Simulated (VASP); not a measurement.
Output of a VASP run:

**OSZICAR**
```
       N       E                     dE             d eps       ncg     rms          rms(c)
DAV:   1     0.380387184304E+02    0.38039E+02   -0.54404E+03  1712   0.127E+03
DAV:   2    -0.116477834003E+02   -0.49687E+02   -0.46933E+02  1694   0.195E+02
DAV:   3    -0.129430305599E+02   -0.12952E+01   -0.12841E+01  2014   0.411E+01
DAV:   4    -0.129660029041E+02   -0.22972E-01   -0.22964E-01  1948   0.489E+00
DAV:   5    -0.129668509956E+02   -0.84809E-03   -0.84808E-03  1960   0.967E-01    0.126E+01
DAV:   6    -0.155938222879E+02   -0.26270E+01   -0.70309E+01  1896   0.126E+02    0.173E+01
DAV:   7    -0.113512764405E+02    0.42425E+01   -0.31857E+01  1858   0.803E+01    0.194E+00
DAV:   8    -0.113447406955E+02    0.65357E-02   -0.21659E-01  1738   0.420E+00    0.125E+00
DAV:   9    -0.113309554463E+02    0.13785E-01   -0.47215E-02  2024   0.316E+00    0.296E-01
DAV:  10    -0.113305488452E+02    0.40660E-03   -0.14290E-03  2312   0.534E-01    0.145E-01
DAV:  11    -0.113305357655E+02    0.13080E-04   -0.23390E-05  1916   0.466E-02    0.199E-02
DAV:  12    -0.113305321424E+02    0.36231E-05   -0.17685E-05  2008   0.571E-02    0.588E-03
DAV:  13    -0.113305321353E+02    0.70235E-08   -0.30858E-07  1716   0.523E-03
   1 F= -.11330532E+02 E0= -.11330466E+02  d E =-.197829E-03
```

### OUTCAR
```
------------------------ aborting loop because EDIFF is reached ----------------------------------------
  FORCE on cell =-STRESS in cart. coord.  units (eV):
  Direction    XX          YY          ZZ          XY          YZ          ZX
  --------------------------------------------------------------------------------------
  Total        0.7988843      0.7988843      0.7988843      0.0000000      0.0000000     -0.0000000
  in kB       55.9973199     55.9973199     55.9973199      0.0000000      0.0000000     -0.0000000
  external PRESSURE =      55.9973199 kB  Pullay stress =       0.0000000 kB
  volume of cell :       22.86
      direct lattice vectors                 reciprocal lattice vectors
     2.837978289  0.000000000  0.000000000     0.352363513  0.000000000  0.000000000
     0.000000000  2.837978289  0.000000000     0.000000000  0.352363513  0.000000000
     0.000000000  0.000000000  2.837978289     0.000000000  0.000000000  0.352363513
 POSITION                                       TOTAL-FORCE (eV/Angst)
 -----------------------------------------------------------------------------------
      1.41899      1.41899      1.41899         0.000000      0.000000      0.000000
      0.00000      0.00000      0.00000         0.000000      0.000000      0.000000
 -----------------------------------------------------------------------------------
    total drift:                                0.000000      0.000000      0.000000
  FREE ENERGIE OF THE ION-ELECTRON SYSTEM (eV)
  ---------------------------------------------------
  free  energy   TOTEN  =       -11.3305321353 eV

  energy  without entropy=      -11.3303343063  energy(sigma->0) =      -11.33046619
```
(Selected blocks of OUTCAR.)

File POSCAR:
```
CoAl
1
    2.8379782894     0.0000000000     0.0000000000
    0.0000000000     2.8379782894     0.0000000000
    0.0000000000     0.0000000000     2.8379782894
Al Co
1 1
Direct
  0.5000000000   0.5000000000   0.5000000000
  0.0000000000   0.0000000000   0.0000000000
```

Write an INCAR and KPOINTS that could have produced this output.

One answer among several that fit: the input of the run itself, revPBE GGA, plane waves, VASP's PBE PAW potentials (set 64).

INCAR:
```
ALGO = Normal
EDIFF = 1E-7
ENCUT = 520
GGA = RE
ISIF = 2
ISMEAR = 1
LASPH = .TRUE.
LCHARG = .FALSE.
LMAXMIX = 4
LREAL = .FALSE.
LWAVE = .FALSE.
NELM = 100
PREC = Accurate
SIGMA = 0.1
SYSTEM = CoAl
```

KPOINTS:
```
Automatic mesh
0
Gamma
13 13 13
0 0 0
```

POTCAR, in this order: Al Co (PBE.64 set). Program: vasp_std.

The compound is CoAl in the CsCl type structure. This cell is one point of a volume scan, at 0.97 of the reference volume. The run is not spin-polarised, so no magnetic state was tried.
